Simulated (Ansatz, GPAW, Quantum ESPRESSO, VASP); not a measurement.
**One structure in several programs: Pd (Fm-3m, 1 atom in the cell)**

Self-consistent single point, at a second geometry (lattice scaled by 0.98). First geometry:

```yaml
crystal:
  lattice:
    - [0.00000, 1.92983, 1.92983]
    - [1.92983, 0.00000, 1.92983]
    - [1.92983, 1.92983, 0.00000]
  atoms:
    - { symbol: Pd, position: [0.00000, 0.00000, 0.00000] }
```

Shared settings, as Ansatz (a program for electronic structure) writes them: kpoints.mp_grid.grid = 15 15 15; scf.occupations.method = gaussian; scf.occupations.width = 0.01 Ry. Potentials and cutoffs stand in the table.

```json
[
 {"code": "Quantum ESPRESSO", "model": "PBE, SSSP 1.1.2 efficiency (PBE) pseudopotentials", "ΔF from the first geometry (meV/atom)": "108.5", "pressure (GPa)": "29.24", "cutoff": "60 Ry"},
 {"code": "VASP", "model": "PBE, VASP's PBE PAW potentials (set 64)", "ΔF from the first geometry (meV/atom)": "106.3", "pressure (GPa)": "28.57", "cutoff": "300 eV"},
 {"code": "Ansatz", "model": "PBE, default PAW files", "ΔF from the first geometry (meV/atom)": "108.4", "pressure (GPa)": "29.26", "cutoff": "30.9 Ry"},
 {"code": "GPAW", "model": "PBE, GPAW PAW datasets PBE (gpaw-data 1.0.1)", "ΔF from the first geometry (meV/atom)": "108.7", "pressure (GPa)": "29.47", "cutoff": "600 eV"}
]
```

On Ansatz's run: spin polarisation is off.

The spread over the programs that give each value: ΔF from the first geometry within 2.4 meV/atom; pressure within 0.90 GPa.

Ansatz's pressure is given at a fixed set of plane waves, as the other plane-wave codes print theirs; with its correction for the finite basis it is 29.35 GPa.

VASP's run is marked for a possible Pulay error in its stress at this cutoff; no cutoff test was made.

The starting cell has typed, rounded lattice constants, without a prior relaxation at this level. Its lattice was rescaled by a random factor within 2.5 % of one. For this run, on top of that: lattice scaled by 0.98.

Left out of this page: ABINIT, CP2K, Elk, FLEUR and SIESTA (not drawn, or without a comparable value).

Keys are those of Ansatz 0.2.
